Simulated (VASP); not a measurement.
Data:

```yaml
crystal:
  lattice:
    - [0.00000, 2.79000, 2.79000]
    - [2.79000, 0.00000, 2.79000]
    - [2.79000, 2.79000, 0.00000]
  atoms:
    - { symbol: Ca, position: [0.00000, 0.00000, 0.00000] }
```

Calculation: PBE GGA, VASP's PBE PAW potentials (set 64) (plane waves; VASP 6.6.1). Numerical set-up: 300 eV cut-off, 8×8×8 Γ-centred mesh, Gaussian smearing of 0.20 eV, potentials Ca_sv.

Give the energies of bands 5 to 8 at the high-symmetry points, in eV from the Fermi level.

| band | Γ | X | U | L | W |
|---|---|---|---|---|---|
| 5 | -3.94 | -0.40 | 0.07 | -0.95 | 0.24 |
| 6 | 2.33 | 0.62 | 0.44 | -0.16 | 0.71 |
| 7 | 2.33 | 0.94 | 0.82 | 2.22 | 0.71 |
| 8 | 2.33 | 4.02 | 3.22 | 2.22 | 2.52 |

It has no gap at this level: it comes out as a metal or semimetal.

The structure is a typed Ca crystal (Fm-3m). The cell was not relaxed at this level.
